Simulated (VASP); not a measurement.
Method: PBE GGA, VASP's PBE PAW potentials (set 64) (plane waves; VASP).

The input files of a VASP run:

### POSCAR
```
Nb
1
   -1.5795858162     1.5795858162     1.5795858162
    1.5795858162    -1.5795858162     1.5795858162
    1.5795858162     1.5795858162    -1.5795858162
Nb
1
Direct
  0.0000000000   0.0000000000   0.0000000000
```

KPOINTS:
```
Regular mesh
0
G
14 14 14
0 0 0
```

INCAR:
```
SYSTEM = Nb
PREC = Accurate
ENCUT = 480
EDIFF = 1E-7
NELM = 100
ALGO = Normal
LREAL = .FALSE.
LASPH = .TRUE.
ISMEAR = 1
SIGMA = 0.1
GGA = PE
LMAXMIX = 4
LWAVE = .FALSE.
LCHARG = .FALSE.
ISIF = 3
IBRION = 2
NSW = 40
EDIFFG = -0.01
PSTRESS = 300
```

POTCAR, in this order: Nb_sv (PBE.64 set). Program: vasp_std.

Output

### OUTCAR
```
 ion  position               nearest neighbor table
   1  0.000  0.000  0.000-
  LATTYP: Found a body centered cubic cell.
 ALAT       =     3.1591716324
 Subroutine PRICEL returns:
 Original cell was already a primitive cell.
 Subroutine GETGRP returns: Found 48 space group operations
The static configuration has the point symmetry O_h .
The dynamic configuration has the point symmetry O_h .
 Subroutine INISYM returns: Found 48 space group operations
 Subroutine IBZKPT returns following result:
 Found    104 irreducible k-points:

 Following reciprocal coordinates:
            Coordinates               Weight
  0.000000  0.000000  0.000000      1.000000
  0.071429  0.000000  0.000000     12.000000
  0.142857  0.000000  0.000000     12.000000
  0.214286  0.000000  0.000000     12.000000
  0.285714  0.000000  0.000000     12.000000
  0.357143  0.000000  0.000000     12.000000
  0.428571  0.000000  0.000000     12.000000
  0.500000  0.000000  0.000000      6.000000
  0.071429  0.071429  0.000000     24.000000
  0.142857  0.071429  0.000000     48.000000
  0.214286  0.071429  0.000000     48.000000
  0.285714  0.071429  0.000000     48.000000
  0.357143  0.071429  0.000000     48.000000
  0.428571  0.071429  0.000000     48.000000
  0.142857  0.142857  0.000000     24.000000
  0.214286  0.142857  0.000000     48.000000
  0.285714  0.142857  0.000000     48.000000
  0.357143  0.142857  0.000000     48.000000
  0.428571  0.142857  0.000000     24.000000
  0.214286  0.214286  0.000000     24.000000
  0.285714  0.214286  0.000000     48.000000
  0.357143  0.214286  0.000000     48.000000
  0.285714  0.285714  0.000000     24.000000
  0.357143  0.285714  0.000000     24.000000
  0.071429  0.071429  0.071429      8.000000
...
```

### OSZICAR
```
       N       E                     dE             d eps       ncg     rms          rms(c)
DAV:   1     0.112402361900E+03    0.11240E+03   -0.73610E+03  2096   0.125E+03
DAV:   2    -0.517725170275E+01   -0.11758E+03   -0.11451E+03  2234   0.439E+02
DAV:   3    -0.100560462870E+02   -0.48788E+01   -0.46461E+01  3066   0.754E+01
DAV:   4    -0.102998218065E+02   -0.24378E+00   -0.24119E+00  2922   0.153E+01
DAV:   5    -0.103097007995E+02   -0.98790E-02   -0.98720E-02  3094   0.244E+00    0.883E+00
DAV:   6    -0.100313813872E+02    0.27832E+00   -0.57439E-01  3214   0.106E+01    0.335E+00
DAV:   7    -0.100048649814E+02    0.26516E-01   -0.19800E-01  3212   0.619E+00    0.932E-01
DAV:   8    -0.100119078732E+02   -0.70429E-02   -0.14297E-02  2456   0.187E+00    0.538E-02
DAV:   9    -0.100119865985E+02   -0.78725E-04   -0.12919E-03  3332   0.293E-01    0.603E-02
DAV:  10    -0.100120054479E+02   -0.18849E-04   -0.37366E-05  2574   0.871E-02    0.305E-02
DAV:  11    -0.100119919031E+02    0.13545E-04   -0.11334E-05  2396   0.676E-02    0.574E-03
DAV:  12    -0.100119919597E+02   -0.56659E-07   -0.27369E-07  2280   0.659E-03
   1 F= -.70601008E+01 E0= -.70601166E+01  d E =-.706010E+01
       N       E                     dE             d eps       ncg     rms          rms(c)
DAV:   1    -0.100068776641E+02    0.51142E-02   -0.15860E-02  2554   0.203E+00    0.199E-01
DAV:   2    -0.100063923024E+02    0.48536E-03   -0.11159E-03  3048   0.482E-01    0.531E-02
DAV:   3    -0.100063392492E+02    0.53053E-04   -0.39229E-04  3164   0.225E-01    0.334E-02
DAV:   4    -0.100063547109E+02   -0.15462E-04   -0.12394E-05  2632   0.379E-02    0.177E-02
DAV:   5    -0.100063680421E+02   -0.13331E-04   -0.32979E-05  3440   0.401E-02    0.674E-03
DAV:   6    -0.100063684826E+02   -0.44056E-06   -0.46096E-07  2142   0.931E-03    0.260E-03
DAV:   7    -0.100063686567E+02   -0.17406E-06   -0.12339E-07  1498   0.496E-03    0.224E-04
DAV:   8    -0.100063686192E+02    0.37512E-07   -0.23775E-08  1116   0.265E-03
   2 F= -.70600819E+01 E0= -.70600935E+01  d E =0.189353E-04
       N       E                     dE             d eps       ncg     rms          rms(c)
DAV:   1    -0.100105135671E+02   -0.41449E-02   -0.76070E-03  2538   0.140E+00    0.137E-01
DAV:   2    -0.100102896797E+02    0.22389E-03   -0.53660E-04  3048   0.335E-01    0.366E-02
DAV:   3    -0.100102637556E+02    0.25924E-04   -0.18805E-04  3172   0.156E-01    0.230E-02
DAV:   4    -0.100102673716E+02   -0.36160E-05   -0.58260E-06  2562   0.261E-02    0.124E-02
DAV:   5    -0.100102703612E+02   -0.29897E-05   -0.15761E-05  3428   0.279E-02    0.461E-03
DAV:   6    -0.100102698764E+02    0.48487E-06   -0.24053E-07  1926   0.645E-03    0.187E-03
DAV:   7    -0.100102697135E+02    0.16288E-06   -0.62583E-08  1218   0.376E-03    0.181E-04
DAV:   8    -0.100102697458E+02   -0.32284E-07   -0.14794E-08  1098   0.218E-03
   3 F= -.70601051E+01 E0= -.70601196E+01  d E =-.432447E-05
```

OUTCAR:
```
------------------------ aborting loop because EDIFF is reached ----------------------------------------
  FORCE on cell =-STRESS in cart. coord.  units (eV):
  Direction    XX          YY          ZZ          XY          YZ          ZX
  --------------------------------------------------------------------------------------
  Total        2.9505552      2.9505552      2.9505552      0.0000000     -0.0000000     -0.0000000
  in kB      300.0397221    300.0397221    300.0397221      0.0000000     -0.0000000     -0.0000000
  external PRESSURE =       0.0397221 kB  Pullay stress =     300.0000000 kB
  volume of cell :       15.76
      direct lattice vectors                 reciprocal lattice vectors
    -1.579277794  1.579277794  1.579277794     0.000000000  0.316600412  0.316600412
     1.579277794 -1.579277794  1.579277794     0.316600412  0.000000000  0.316600412
     1.579277794  1.579277794 -1.579277794     0.316600412  0.316600412  0.000000000
 POSITION                                       TOTAL-FORCE (eV/Angst)
 -----------------------------------------------------------------------------------
      0.00000      0.00000      0.00000         0.000000     -0.000000     -0.000000
 -----------------------------------------------------------------------------------
    total drift:                                0.000000      0.000000      0.000000
  FREE ENERGIE OF THE ION-ELECTRON SYSTEM (eV)
  ---------------------------------------------------
  free  energy   TOTEN  =       -10.0102697458 eV

  energy  without entropy=      -10.0103132237  energy(sigma->0) =      -10.01028424
  enthalpy is  TOTEN    =        -7.0601051291 eV   P V=        2.9501646166

 reached required accuracy - stopping structural energy minimisation
```
(Selected blocks of OUTCAR.)

File CONTCAR:
```
Nb
   1.00000000000000
    -1.5792777936056028    1.5792777936056031    1.5792777936056031
     1.5792777936056028   -1.5792777936056031    1.5792777936056031
     1.5792777936056028    1.5792777936056031   -1.5792777936056031
  Nb
     1
Direct
     0.0000000000000000    0.0000000000000000    0.0000000000000000
```

**OUTCAR**
```
 val. band max:       13.2021897437   @ k =   0.0714   0.0714   0.0000

 cond. band min:      13.2494560336   @ k =   0.1429   0.0000   0.0000


 Fermi energy:        13.2099630052

 k-point     1 :       0.0000    0.0000    0.0000
  band No.  band energies     occupation
      1     -41.0889      2.00000
      2     -16.0268      2.00000
      3     -16.0268      2.00000
      4     -16.0268      2.00000
      5       7.0320      2.00000
      6      13.4644     -0.00189
      7      13.4644     -0.00189
      8      13.4644     -0.00189
      9      16.8399      0.00000
     10      16.8399      0.00000

 k-point     2 :       0.0714    0.0000    0.0000
  band No.  band energies     occupation
      1     -41.0691      2.00000
      2     -16.1380      2.00000
      3     -16.0595      2.00000
      4     -16.0281      2.00000
      5       7.2790      2.00000
      6      13.3057     -0.04014
      7      13.4247     -0.00965
      8      13.7043     -0.00000
      9      16.5879      0.00000
     10      16.8365      0.00000

 k-point     3 :       0.1429    0.0000    0.0000
  band No.  band energies     occupation
      1     -41.0131      2.00000
      2     -16.4427      2.00000
      3     -16.1502      2.00000
      4     -16.0318      2.00000
      5       7.9469      2.00000
      6      12.8932      2.00007
      7      13.2495      0.38585
      8      14.4092     -0.00000
      9      16.1897      0.00000
     10      16.8506      0.00000

 k-point     4 :       0.2143    0.0000    0.0000
  band No.  band energies     occupation
      1     -40.9310      2.00000
      2     -16.8663      2.00000
      3     -16.2788      2.00000
      4     -16.0372      2.00000
      5       8.7721      2.00000
      6      12.3629      2.00000
      7      13.0200      2.02179
      8      15.5314      0.00000
      9      16.1344      0.00000
     10      16.9325      0.00000

 k-point     5 :       0.2857    0.0000    0.0000
...
```

The compound is Nb in the bcc structure. This run relaxes it under an external pressure of 30 GPa. Symmetry was kept, so distortions that lower it aren't found.
